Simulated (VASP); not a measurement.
Data:

```yaml
crystal:
  lattice:
    - [0.00000, 2.72853, 2.83767]
    - [2.83767, 0.00000, 2.83767]
    - [2.83767, 2.72853, 0.00000]
  atoms:
    - { symbol: Ca, position: [0.00000, 0.00000, 0.00000] }
```

Calculation: PBEsol GGA, VASP's PBE PAW potentials (set 64) (plane waves; VASP). Settings: 480 eV cut-off, 10×10×10 Γ-centred mesh, first-order Methfessel-Paxton smearing of 0.10 eV, potentials Ca_sv.

Problem. Estimate the energy per atom (σ→0), pressure, band gap (on the k-mesh) with the smallest direct gap where there is one.

Solution. 
```yaml
band gap (on the k-mesh): none (metal, semimetal or under 0.01 eV)
energy per atom (σ→0): -2.121 eV/atom
pressure: -1.26 GPa
```

The absolute energy has meaning only against runs of the same code, potentials and settings.

The compound is Ca in the fcc structure. This cell was strained or had an atom moved on purpose.
